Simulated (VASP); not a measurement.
The system is La2TaO5.

```
CELL_PARAMETERS angstrom
-4.46000 4.46000 2.98000
4.46000 -4.46000 2.98000
4.46000 4.46000 -2.98000
ATOMIC_POSITIONS crystal
La 0.60000 0.20000 0.80000
La 0.40000 0.80000 0.20000
La 0.80000 0.60000 0.40000
La 0.20000 0.40000 0.60000
Ta 0.80000 0.80000 0.00000
Ta 0.20000 0.20000 0.00000
O 0.65000 0.55000 0.70000
O 0.85000 0.95000 0.30000
O 0.95000 0.65000 0.10000
O 0.55000 0.85000 0.90000
O 0.15000 0.05000 0.70000
O 0.35000 0.45000 0.30000
O 0.45000 0.15000 0.10000
O 0.05000 0.35000 0.90000
O 0.75000 0.25000 0.50000
O 0.25000 0.75000 0.50000
```

The cell was built by a generator and needn't be a form met in nature.

```yaml
Program: VASP 6.6.1
Task: relaxation of cell and atoms
Functional: PBE
Potentials_or_basis: VASP PAW PBE potentials, release 64 (La, Ta_pv, O)
Cutoff: 520 eV
k_mesh: 3 × 3 × 3
Occupations: gaussian, width 0.15 eV
Spin: no spin polarisation
```

At the start: pressure 5.6 GPa; volume 14.82 Å³/atom.

Q: Where does the relaxation end?

A: Over 15 steps the energy falls by 252.4 meV/atom and the volume is 15.82 Å³/atom (+6.8 %); space group I4/m (No. 87, to 0.05 Å).

The path:
| step | energy change (eV) | largest force (eV/Å) | pressure (GPa) | volume (Å³) |
| --- | --- | --- | --- | --- |
| 1 | 0.0000 | 6.7407 | 5.62 | 237.11 |
| 2 | -1.6699 | 2.8816 | 7.00 | 254.88 |
| 3 | -2.7907 | 2.1433 | 4.16 | 246.92 |
| 4 | -3.5021 | 0.6911 | -5.64 | 263.64 |
| 5 | -3.5558 | 0.6659 | -3.82 | 259.87 |
| 6 | -3.7797 | 0.9263 | 2.03 | 251.32 |
| 7 | -3.7892 | 0.8118 | 0.98 | 252.77 |
| 8 | -3.9246 | 0.7146 | -0.09 | 252.55 |
| 9 | -3.9313 | 0.8930 | -0.33 | 252.50 |
| 10 | -4.0157 | 0.2603 | 0.81 | 251.39 |
| 11 | -4.0159 | 0.2536 | 0.81 | 251.42 |
| 12 | -4.0305 | 0.2100 | -0.58 | 253.53 |
| 13 | -4.0307 | 0.1751 | -0.40 | 253.59 |
| 14 | -4.0380 | 0.0898 | -0.13 | 253.22 |
| 15 | -4.0381 | 0.0784 | -0.12 | 253.19 |

Final structure:
```
La Ta O
1.0
    -4.53353    4.53353    3.07976
     4.53353   -4.53353    3.07976
     4.53353    4.53353   -3.07976
La Ta O
4 2 10
Direct
  0.61205 0.17393 0.78598
  0.38795 0.82607 0.21402
  0.82607 0.61205 0.43812
  0.17393 0.38795 0.56188
  0.77121 0.77121 0.00000
  0.22879 0.22879 0.00000
  0.63531 0.53930 0.71500
  0.82430 0.92031 0.28500
  0.92031 0.63531 0.09601
  0.53930 0.82430 0.90399
  0.17570 0.07969 0.71500
  0.36469 0.46070 0.28500
  0.46070 0.17571 0.09601
  0.07969 0.36469 0.90399
  0.75000 0.25000 0.50000
  0.25000 0.75000 0.50000
```

Caveat: the k mesh is coarse (spacing up to 0.42 Å⁻¹), so the values aren't converged.
